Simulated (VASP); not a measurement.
Consider the following.

```
CELL_PARAMETERS angstrom
      0.00000     2.40500     2.40500
      2.40500     0.00000     2.40500
      2.40500     2.40500     0.00000
ATOMIC_POSITIONS crystal
  Ca 0.00000 0.00000 0.00000
  O  0.50000 0.50000 0.50000
```

Level of theory: r2SCAN meta-GGA, VASP's PBE PAW potentials (set 64) (plane waves; VASP). Run with 600 eV cut-off, 10×10×10 Γ-centred mesh, Gaussian smearing of 0.050 eV, potentials Ca_sv O.

Each relaxation starts from this cell; other phases were not tried.

Q: The cell is relaxed at 5 GPa. What happens?

A: The volume per atom goes from 13.91 to 13.35 Å³ (-4.0 %), and the cell becomes a = b = c = 4.7449 Å, α = β = γ = 90.00°, space group Fm-3m. The gap on the mesh goes from 4.19 to 4.18 eV.

Q: The cell is relaxed at 30 GPa. What happens?

A: The volume per atom goes from 13.91 to 11.66 Å³ (-16.2 %), and the cell becomes a = 4.535 Å, b = 4.535 Å, c = 4.535 Å, α = 90.00°, β = 90.00°, γ = 90.00°, space group Fm-3m. The gap on the mesh goes from 4.19 to 4.06 eV.

Failed runs are left out, and for metals the shear rows, which the mesh's noise covers.

The compound is CaO in the rock salt structure. The cell was not relaxed at this level.
